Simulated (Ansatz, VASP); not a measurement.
# PtWS3 in VASP and in Ansatz

```
Pt W S
1.0
     4.64961    0.00000    0.00000
     0.00000    4.64961    0.00000
     0.00000    0.00000    4.64961
Pt W S
1 1 3
Direct
  0.00000 0.00000 0.00000
  0.50000 0.50000 0.50000
  0.00000 0.50000 0.50000
  0.50000 0.00000 0.50000
  0.50000 0.50000 0.00000
```

Change from the starting cell: species swapped into the RbPdCl3 type (Pm-3m, No. 221).

Alike in both runs: functional PBE; k mesh 4 × 4 × 4; occupations gaussian, width 0.1 eV; no spin polarisation.

Ansatz relaxed the structure, and its values are those at the end. VASP's run is a single point on that final structure, the one shown.

|  | VASP | Ansatz |
| --- | --- | --- |
| version | VASP 6.6.1 | Ansatz 0.2.0 |
| potentials or method | VASP PAW PBE potentials, release 64 (Pt, W_sv, S) | scalar-relativistic, plane waves, PAW |
| plane-wave cutoff (eV) | 520 | 420 |
| valence electrons in the cell | 42 | 50 |

Ansatz gave:

| Quantity | Value |
| --- | --- |
| gap on the k mesh at the Fermi level (eV) | none |
| pressure (GPa) | -0.3 |

**Question.** What did VASP give for the same quantities?

**Answer.** gap on the k mesh at the Fermi level (eV): none; pressure (GPa): -0.4.

A gap of «none» marks a metal or a gap that the smearing closes. The functional is the same, so the differences come from potentials, cutoffs and numerics. The two sets of potentials don't hold the same shells in valence.

The runs have no spin-orbit coupling, so splittings on Pt, W are missing.
